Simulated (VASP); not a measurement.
Level of theory: PBEsol GGA, VASP's PBE PAW potentials (set 64) (plane waves; VASP 6.6.1).

Input for VASP

**INCAR**
```
ALGO=Normal
EDIFF=1E-6
EDIFFG=-0.02
ENCUT=620
GGA=PS
IBRION=2
ISIF=3
ISMEAR=1
LASPH=.True.
LCHARG=.False.
LMAXMIX=6
LREAL=.False.
LWAVE=.False.
NELM=100
NSW=40
PREC=Accurate
PSTRESS=100
SIGMA=0.1
SYSTEM=LaB6
```

**KPOINTS**
```
Automatic mesh
0
Gamma
8 8 8
0 0 0
```

**POSCAR**
```
LaB6
1
    4.0942855905     0.0000000000     0.0000000000
    0.0000000000     4.0942855905     0.0000000000
    0.0000000000     0.0000000000     4.0942855905
La B
1 6
Direct
  0.0000000000   0.0000000000   0.0000000000
  0.8007553431   0.5000000000   0.5000000000
  0.5000000000   0.1992446569   0.5000000000
  0.5000000000   0.8007553431   0.5000000000
  0.1992446569   0.5000000000   0.5000000000
  0.5000000000   0.5000000000   0.8007553431
  0.5000000000   0.5000000000   0.1992446569
```

POTCAR, in this order: La B (PBE.64 set). Program: vasp_std.

Energy and stress use the plane-wave basis of the starting cell.

What does the run give for the energy per atom (σ→0), volume per atom, band gap (on the k-mesh)?

| Item | Value |
|---|---|
| energy per atom (σ→0) | -7.348 eV/atom |
| band gap (on the k-mesh) | none (metal, semimetal or under 0.01 eV) |
| volume per atom | 9.57 Å³/atom |

OSZICAR:
```
...
   4 F= -.47254900E+02 E0= -.47255071E+02  d E =0.133589E-02
       N       E                     dE             d eps       ncg     rms          rms(c)
DAV:   1    -0.514387019037E+02   -0.46080E-02   -0.73825E-02  1376   0.175E+00    0.101E-01
DAV:   2    -0.514386292769E+02    0.72627E-04   -0.34849E-03  2052   0.635E-01    0.569E-02
DAV:   3    -0.514384952299E+02    0.13405E-03   -0.11454E-03  1564   0.206E-01    0.141E-02
DAV:   4    -0.514384879287E+02    0.73013E-05   -0.15681E-04  1822   0.976E-02    0.822E-03
DAV:   5    -0.514384871316E+02    0.79703E-06   -0.94720E-06  1962   0.249E-02
   5 F= -.47256540E+02 E0= -.47256728E+02  d E =-.303776E-03
```

The compound is LaB6 in the cab6 structure. This run relaxes it under an external pressure of 10 GPa. Symmetry was kept, so distortions that lower it aren't found. The electron count is odd and the run is not spin-polarised, which forces a metal.
